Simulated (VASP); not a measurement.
Crystal: TaAs.

```
CELL_PARAMETERS angstrom
-1.72181 1.72181 5.86794
1.72181 -1.72181 5.86794
1.72181 1.72181 -5.86794
ATOMIC_POSITIONS crystal
Ta 0.49997 0.99997 0.50000
Ta 0.74997 0.74997 0.00000
As 0.08263 0.58263 0.50000
As 0.33263 0.33263 0.00000
```

The cell is a database's computed one.

```yaml
Program: VASP 6.6.1
Task: relaxation of cell and atoms
Functional: PBEsol
Potentials_or_basis: VASP PAW PBE potentials, release 64 (Ta_pv, As)
Cutoff: 600 eV
k_mesh: 16 × 16 × 16
Occupations: methfessel-paxton, width 0.1 eV
Spin: no spin polarisation
```

At the start: pressure -3.2 GPa; volume 17.40 Å³/atom.

Question: Where does the relaxation end?

Answer: Over 8 steps the energy falls by 3.6 meV/atom and the volume is 17.08 Å³/atom (-1.8 %); space group I4_1md (No. 109, to 0.05 Å).

Step by step:
```
step  energy change (eV)  largest force (eV/Å)  pressure (GPa)  volume (Å³)
   1              0.0000                0.0220           -3.24        69.59
   2              0.0340                0.0584            6.98        66.10
   3             -0.0129                0.0330            0.03        68.36
   4             -0.0129                0.0332            0.08        68.34
   5             -0.0140                0.0345            0.06        68.32
   6             -0.0141                0.0351            0.05        68.31
   7             -0.0142                0.0100           -0.09        68.35
   8             -0.0142                0.0022           -0.07        68.34
```

Final structure:
```yaml
crystal:
  lattice:
    - [-1.71653, 1.71653, 5.79841]
    - [1.71653, -1.71653, 5.79841]
    - [1.71653, 1.71653, -5.79841]
  atoms:
    - { symbol: Ta, position: [0.50030, 0.00030, 0.50000] }
    - { symbol: Ta, position: [0.75030, 0.75030, 0.00000] }
    - { symbol: As, position: [0.08230, 0.58230, 0.50000] }
    - { symbol: As, position: [0.33230, 0.33230, 0.00000] }
```

Caveat: the PAW data sets were made with another functional, which shifts forces and pressure a little.
